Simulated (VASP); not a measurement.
Output of a VASP run:

### OSZICAR
```
       N       E                     dE             d eps       ncg     rms          rms(c)
DAV:   1     0.344434824089E+02    0.34443E+02   -0.52939E+03  1304   0.996E+02
DAV:   2    -0.639734875765E+00   -0.35083E+02   -0.34539E+02  1636   0.176E+02
DAV:   3    -0.150946805990E+01   -0.86973E+00   -0.85004E+00  1714   0.246E+01
DAV:   4    -0.154297912632E+01   -0.33511E-01   -0.33498E-01  1819   0.366E+00
DAV:   5    -0.154384677050E+01   -0.86764E-03   -0.86748E-03  1806   0.414E-01    0.153E+01
DAV:   6    -0.152419401457E+01    0.19653E-01   -0.11252E-02  1998   0.835E-01    0.903E+00
DAV:   7    -0.151444671479E+01    0.97473E-02   -0.21402E-02  1956   0.108E+00    0.198E-01
DAV:   8    -0.151460107947E+01   -0.15436E-03   -0.58095E-04  1506   0.239E-01    0.356E-02
DAV:   9    -0.151459998949E+01    0.10900E-05   -0.23791E-05  2004   0.450E-02    0.158E-02
DAV:  10    -0.151459973192E+01    0.25757E-06   -0.36668E-06  1732   0.110E-02
   1 F= 0.52446259E+00 E0= 0.52453543E+00  d E =0.524463E+00
```

**OUTCAR**
```
------------------------ aborting loop because EDIFF is reached ----------------------------------------
  FORCE on cell =-STRESS in cart. coord.  units (eV):
  Direction    XX          YY          ZZ          XY          YZ          ZX
  --------------------------------------------------------------------------------------
  Total        2.0372082      2.0372082      2.0372082     -0.0000000      0.0000000      0.0000000
  in kB       99.9090685     99.9090685     99.9090685     -0.0000000      0.0000000      0.0000000
  external PRESSURE =      -0.0909315 kB  Pullay stress =     100.0000000 kB
  volume of cell :       32.67
      direct lattice vectors                 reciprocal lattice vectors
     0.000000000  2.537291484  2.537291484    -0.197060528  0.197060528  0.197060528
     2.537291484  0.000000000  2.537291484     0.197060528 -0.197060528  0.197060528
     2.537291484  2.537291484  0.000000000     0.197060528  0.197060528 -0.197060528
 POSITION                                       TOTAL-FORCE (eV/Angst)
 -----------------------------------------------------------------------------------
      0.00000      0.00000      0.00000         0.000000      0.000000      0.000000
 -----------------------------------------------------------------------------------
    total drift:                               -0.000000      0.000000     -0.000000
  FREE ENERGIE OF THE ION-ELECTRON SYSTEM (eV)
  ---------------------------------------------------
  free  energy   TOTEN  =        -1.5145997319 eV

  energy  without entropy=       -1.5143812006  energy(sigma->0) =       -1.51452689
  enthalpy is  TOTEN    =         0.5244625853 eV   P V=        2.0390623172

 reached required accuracy - stopping structural energy minimisation
```
(Selected blocks of OUTCAR.)

### POSCAR
```
Sr
1
   -0.0000000000     2.5372914840     2.5372914840
    2.5372914840    -0.0000000000     2.5372914840
    2.5372914840     2.5372914840    -0.0000000000
Sr
1
Direct
  0.0000000000   0.0000000000   0.0000000000
```

Question: Write an INCAR and KPOINTS that could have produced this output.

Answer: Several could match; the one computed here: the input of the run itself, LDA (Ceperley-Alder, Perdew-Zunger), plane waves, VASP's LDA PAW potentials (set 64).

### KPOINTS
```
Automatic mesh
0
Gamma
12 12 12
0 0 0
```

### INCAR
```
# general
SYSTEM  = Sr
PREC    = Accurate
ENCUT   = 500
LREAL   = .FALSE.
LASPH   = .TRUE.

# electronic loop
EDIFF   = 1E-6
NELM    = 100
ALGO    = Normal
LMAXMIX = 4

# smearing
ISMEAR  = 1   # Methfessel-Paxton
SIGMA   = 0.1

# ions
IBRION  = 2   # conjugate gradients
NSW     = 40
ISIF    = 3   # ions, shape and volume
EDIFFG  = -0.02   # ionic stop
PSTRESS = 100   # kbar

# output
LWAVE   = .FALSE.
LCHARG  = .FALSE.
```

POTCAR, in this order: Sr_sv (LDA.64 set). Program: vasp_std.

The compound is Sr in the fcc structure. It was relaxed first under an external pressure of 10 GPa.
